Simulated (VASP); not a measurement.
Input:

```yaml
crystal:
  lattice:
    - [0.00000, 2.41059, 2.41059]
    - [2.41059, 0.00000, 2.41059]
    - [2.41059, 2.41059, 0.00000]
  atoms:
    - { symbol: Co, position: [0.75000, 0.75000, 0.75000] }
    - { symbol: Co, position: [0.50000, 0.50000, 0.50000] }
```

Level of theory: PBEsol GGA, VASP's PBE PAW potentials (set 64) (plane waves; VASP). Run with 400 eV cut-off, 15×15×15 Γ-centred mesh, tetrahedra with Blöchl corrections, potentials Co.

Q: Tabulate the total density of states (states/eV per cell) against energy (eV; zero at the valence-band maximum or, without a gap, the Fermi level).

A: 
(E (eV), DOS (states/eV)): (-9.21, 0.00); (-9.02, 0.00); (-8.82, 0.00); (-8.54, 0.00); (-8.34, 0.00); (-8.15, 0.00); (-7.96, 0.00); (-7.67, 0.00); (-7.48, 0.00); (-7.28, 0.00); (-7.09, 0.06); (-6.90, 0.10); (-6.61, 0.14); (-6.42, 0.17); (-6.22, 0.19); (-6.03, 0.21); (-5.74, 0.25); (-5.55, 0.28); (-5.36, 0.31); (-5.17, 0.34); (-4.97, 0.39); (-4.68, 0.47); (-4.49, 0.59); (-4.30, 0.81); (-4.11, 5.61); (-3.82, 4.24); (-3.62, 3.37); (-3.43, 0.80); (-3.24, 4.97); (-3.05, 12.9); (-2.76, 6.18); (-2.57, 4.36); (-2.37, 5.00); (-2.18, 3.15); (-1.99, 4.41); (-1.70, 3.11); (-1.51, 1.66); (-1.31, 2.22); (-1.12, 3.73); (-0.83, 2.97); (-0.64, 2.16); (-0.45, 1.80); (-0.26, 2.07); (-0.06, 3.91); (0.23, 5.51); (0.42, 8.78); (0.61, 1.46); (0.80, 0.68); (1.09, 0.42); (1.29, 0.36); (1.48, 0.32); (1.67, 1.05); (1.86, 0.85); (2.15, 0.66); (2.35, 0.72); (2.54, 0.69); (2.73, 0.57); (3.02, 0.62); (3.21, 0.63); (3.40, 0.59)
Within 2 eV below the Fermi level the largest weight inside VASP's projection spheres is Co d.

The structure was generated: Co was put into the diamond type (Fd-3m), which need not be its known phase. It was relaxed first. The run is not spin-polarised, so no magnetic state was tried.
